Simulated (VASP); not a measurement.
Given:

```xyz
1
Lattice="-2.1300 2.1300 2.1300 2.1300 -2.1300 2.1300 2.1300 2.1300 -2.1300" Properties=species:S:1:pos:R:3 pbc="T T T"
Na     0.0000     0.0000     0.0000
```

Computed with SCAN meta-GGA, VASP's PBE PAW potentials (set 64) (plane waves; VASP 6.6.1). Run with 520 eV cut-off, 11×11×11 Γ-centred mesh, first-order Methfessel-Paxton smearing of 0.10 eV, potentials Na_pv.

Energy and stress use the plane-wave basis of the starting cell.

Question: The ions, cell shape and volume are relaxed. Give the cell that the relaxation ends in.

Answer: 
```xyz
1
Lattice="-2.1153 2.1153 2.1153 2.1153 -2.1153 2.1153 2.1153 2.1153 -2.1153" Properties=species:S:1:pos:R:3 pbc="T T T"
Na     4.2306     0.0000     0.0000
```
Space group Im-3m (229), at a tolerance of 0.03 Å.

Question: How do energy and volume change from the first to the last step?

Answer: The energy (σ→0) changes by -0.9 meV/atom and the volume by -2.1 %, in 4 ionic steps.

The compound is Na in the bcc structure. This run relaxes it. Symmetry was kept, so distortions that lower it aren't found.
